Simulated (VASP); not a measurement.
Given:

```
CELL_PARAMETERS angstrom
      0.00000     2.21132     2.21132
      2.21132     0.00000     2.21132
      2.21132     2.21132     0.00000
ATOMIC_POSITIONS crystal
  Ta 0.50000 0.50000 0.50000
  N  0.00000 0.00000 0.00000
```

These are PBE GGA, VASP's PBE PAW potentials (set 64) (plane waves; VASP) values and carry that method's errors. Numerical set-up: 400 eV cut-off, 9×9×9 Γ-centred mesh, Gaussian smearing of 0.20 eV, potentials Ta_pv N.

**Question.** Give the energies of bands 5 to 11 at the high-symmetry points, in eV from the Fermi level.

**Answer.** 
```tsv
band	Γ	X	U	L	W
5	-3.67	-6.50	-7.50	-10.13	-7.25
6	-3.67	-5.24	-6.65	-7.35	-6.61
7	-3.67	-4.49	-5.99	-7.35	-6.61
8	-1.95	-4.49	-2.08	1.96	-0.07
9	-1.95	2.17	2.52	1.96	-0.07
10	-1.95	3.56	2.61	2.05	3.57
11	0.17	3.56	4.53	3.88	4.03
```

It has no gap at this level: it comes out as a metal or semimetal.

The structure comes from a computed database's TaN entry; how it stands against other phases isn't given here. The cell was not relaxed at this level.
